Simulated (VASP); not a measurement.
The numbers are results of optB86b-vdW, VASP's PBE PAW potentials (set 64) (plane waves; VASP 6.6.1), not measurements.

The input files of a VASP run:

**INCAR**
```
SYSTEM = SnO2
PREC = Accurate; ENCUT = 520; LREAL = .FALSE.
LASPH = .TRUE.
EDIFF = 1E-6; NELM = 100; ALGO = Normal
LMAXMIX = 4
ISMEAR = 0; SIGMA = 0.05
GGA = MK; LUSE_VDW = .TRUE.; AGGAC = 0.0
PARAM1 = 0.1234; PARAM2 = 1.0
IBRION = 2; NSW = 60; ISIF = 3
EDIFFG = -0.02
LWAVE = .FALSE.; LCHARG = .FALSE.
```

### POSCAR
```
SnO2
1
    4.7701778429     0.0000000000     0.0000000000
    0.0000000000     4.7701778429     0.0000000000
    0.0000000000     0.0000000000     3.2197953572
Sn O
2 4
Direct
  0.0000000000   0.0000000000   0.0000000000
  0.5000000000   0.5000000000   0.5000000000
  0.3063833544   0.3063833544   0.0000000000
  0.8063833544   0.1936166456   0.5000000000
  0.1936166456   0.8063833544   0.5000000000
  0.6936166456   0.6936166456   0.0000000000
```

File KPOINTS:
```
Automatic mesh
0
Gamma
4 4 6
0 0 0
```

POTCAR, in this order: Sn_d O (PBE.64 set). Program: vasp_std.

Output

**OUTCAR**
```
 ion  position               nearest neighbor table
   1  0.000  0.000  0.000-   3 2.07   6 2.07   5 2.07   4 2.07   4 2.07   5 2.07   2 3.74   2 3.74
                             2 3.74   2 3.74   2 3.74   2 3.74   2 3.74   2 3.74
   2  0.500  0.500  0.500-   4 2.07   5 2.07   3 2.07   6 2.07   3 2.07   6 2.07   1 3.74   1 3.74
                             1 3.74   1 3.74   1 3.74   1 3.74   1 3.74   1 3.74
   3  0.306  0.306  0.000-   1 2.07   2 2.07   2 2.07
   4  0.806  0.194  0.500-   2 2.07   1 2.07   1 2.07
   5  0.194  0.806  0.500-   2 2.07   1 2.07   1 2.07
   6  0.694  0.694  0.000-   1 2.07   2 2.07   2 2.07
  LATTYP: Found a simple tetragonal cell.
 ALAT       =     4.7701778429
 C/A-ratio  =     0.6749843430
 Subroutine PRICEL returns:
 Original cell was already a primitive cell.
 Subroutine GETGRP returns: Found 16 space group operations
The static configuration has the point symmetry D_2h.
 The point group associated with its full space group is D_4h.
The dynamic configuration has the point symmetry D_2h.
 Subroutine INISYM returns: Found 16 space group operations
 Subroutine IBZKPT returns following result:
 Found     24 irreducible k-points:

 Following reciprocal coordinates:
            Coordinates               Weight
  0.000000  0.000000  0.000000      1.000000
...
```

OSZICAR:
```
       N       E                     dE             d eps       ncg     rms          rms(c)
DAV:   1     0.666740558103E+03    0.66674E+03   -0.26445E+04  1586   0.260E+03
DAV:   2     0.682137189414E+02   -0.59853E+03   -0.57605E+03  1699   0.681E+02
DAV:   3    -0.263035531310E+02   -0.94517E+02   -0.93535E+02  1705   0.229E+02
DAV:   4    -0.310557576939E+02   -0.47522E+01   -0.47344E+01  1791   0.562E+01
DAV:   5    -0.312036706372E+02   -0.14791E+00   -0.14788E+00  1862   0.101E+01    0.157E+01
DAV:   6    -0.250039475671E+02    0.61997E+01   -0.24953E+01  2371   0.719E+01    0.568E+00
DAV:   7    -0.251097212745E+02   -0.10577E+00   -0.20601E+00  1635   0.858E+00    0.321E+00
DAV:   8    -0.250880397979E+02    0.21681E-01   -0.30114E-01  2206   0.536E+00    0.776E-01
DAV:   9    -0.250730921979E+02    0.14948E-01   -0.89533E-02  2341   0.405E+00    0.151E-01
DAV:  10    -0.250736885538E+02   -0.59636E-03   -0.55678E-03  2086   0.713E-01    0.428E-02
DAV:  11    -0.250737663737E+02   -0.77820E-04   -0.29996E-04  2356   0.195E-01    0.191E-02
DAV:  12    -0.250737711295E+02   -0.47558E-05   -0.22803E-05  1756   0.427E-02    0.139E-02
DAV:  13    -0.250737672559E+02    0.38737E-05   -0.15443E-05  1867   0.531E-02    0.185E-03
DAV:  14    -0.250737674182E+02   -0.16233E-06   -0.15068E-06  1242   0.110E-02
   1 F= -.25073767E+02 E0= -.25073767E+02  d E =-.250738E+02
       N       E                     dE             d eps       ncg     rms          rms(c)
DAV:   1    -0.253978998129E+02   -0.32413E+00   -0.88199E+00  1883   0.481E+01    0.387E+00
DAV:   2    -0.251284639248E+02    0.26944E+00   -0.78937E-01  2011   0.988E+00    0.138E+00
DAV:   3    -0.250753879818E+02    0.53076E-01   -0.10316E-01  2153   0.699E+00    0.421E-01
DAV:   4    -0.250685723665E+02    0.68156E-02   -0.19717E-02  2092   0.312E+00    0.779E-02
DAV:   5    -0.250685620164E+02    0.10350E-04   -0.55923E-03  1925   0.634E-01    0.387E-02
DAV:   6    -0.250684054650E+02    0.15655E-03   -0.21636E-04  1947   0.148E-01    0.217E-02
DAV:   7    -0.250684002863E+02    0.51787E-05   -0.18036E-05  2199   0.534E-02    0.653E-03
DAV:   8    -0.250684010315E+02   -0.74516E-06   -0.69630E-06  1963   0.251E-02
   2 F= -.25068401E+02 E0= -.25068401E+02  d E =0.536639E-02
       N       E                     dE             d eps       ncg     rms          rms(c)
DAV:   1    -0.251886826160E+02   -0.12028E+00   -0.27476E+00  1883   0.253E+01    0.222E+00
DAV:   2    -0.251008722036E+02    0.87810E-01   -0.25657E-01  2033   0.577E+00    0.783E-01
DAV:   3    -0.250842012837E+02    0.16671E-01   -0.32631E-02  2153   0.424E+00    0.243E-01
DAV:   4    -0.250820629308E+02    0.21384E-02   -0.61530E-03  2061   0.180E+00    0.457E-02
DAV:   5    -0.250820825211E+02   -0.19590E-04   -0.17144E-03  1910   0.367E-01    0.224E-02
DAV:   6    -0.250820545617E+02    0.27959E-04   -0.72436E-05  1906   0.821E-02    0.117E-02
DAV:   7    -0.250820550588E+02   -0.49714E-06   -0.39218E-06  1591   0.349E-02
   3 F= -.25082055E+02 E0= -.25082055E+02  d E =-.828764E-02
```

File OUTCAR:
```
------------------------ aborting loop because EDIFF is reached ----------------------------------------
  FORCE on cell =-STRESS in cart. coord.  units (eV):
  Direction    XX          YY          ZZ          XY          YZ          ZX
  --------------------------------------------------------------------------------------
  Total        0.0398927      0.0398927     -0.0604306      0.0000000      0.0000000      0.0000000
  in kB        0.8612065      0.8612065     -1.3045807      0.0000000      0.0000000      0.0000000
  external PRESSURE =       0.1392774 kB  Pullay stress =       0.0000000 kB
  volume of cell :       74.22
      direct lattice vectors                 reciprocal lattice vectors
     4.788499959  0.000000000  0.000000000     0.208833666 -0.000000000  0.000000000
     0.000000000  4.788499959  0.000000000     0.000000000  0.208833666  0.000000000
     0.000000000  0.000000000  3.236664006     0.000000000  0.000000000  0.308960089
 POSITION                                       TOTAL-FORCE (eV/Angst)
 -----------------------------------------------------------------------------------
      0.00000      0.00000      0.00000         0.000000     -0.000000      0.000000
      2.39425      2.39425      1.61833        -0.000000     -0.000000      0.000000
      1.46591      1.46591      0.00000         0.003067      0.003067     -0.000000
      3.86016      0.92834      1.61833         0.003067     -0.003067      0.000000
      0.92834      3.86016      1.61833        -0.003067      0.003067     -0.000000
      3.32259      3.32259      0.00000        -0.003067     -0.003067      0.000000
 -----------------------------------------------------------------------------------
    total drift:                                0.000000      0.000000      0.000000
  FREE ENERGIE OF THE ION-ELECTRON SYSTEM (eV)
  ---------------------------------------------------
  free  energy   TOTEN  =       -25.0820550588 eV

  energy  without entropy=      -25.0820550588  energy(sigma->0) =      -25.08205506

 reached required accuracy - stopping structural energy minimisation
```
(Selected blocks of OUTCAR.)

File CONTCAR:
```
SnO2
   1.00000000000000
     4.7884999589750645    0.0000000000000000    0.0000000000000000
     0.0000000000000000    4.7884999589750645    0.0000000000000000
     0.0000000000000000    0.0000000000000000    3.2366640055099349
  Sn              O
     2     4
Direct
     0.0000000000000000    0.0000000000000000    0.0000000000000000
     0.5000000000000000    0.5000000000000000    0.5000000000000000
     0.3061319584189798    0.3061319584189798    0.0000000000000000
     0.8061319584189799    0.1938680415810202    0.5000000000000000
     0.1938680415810202    0.8061319584189799    0.5000000000000000
     0.6938680415810201    0.6938680415810201    0.0000000000000000
```

The compound is SnO2 in the rutile structure. This run relaxes it. Symmetry was kept, so distortions that lower it aren't found. The start is the result of an earlier pass.
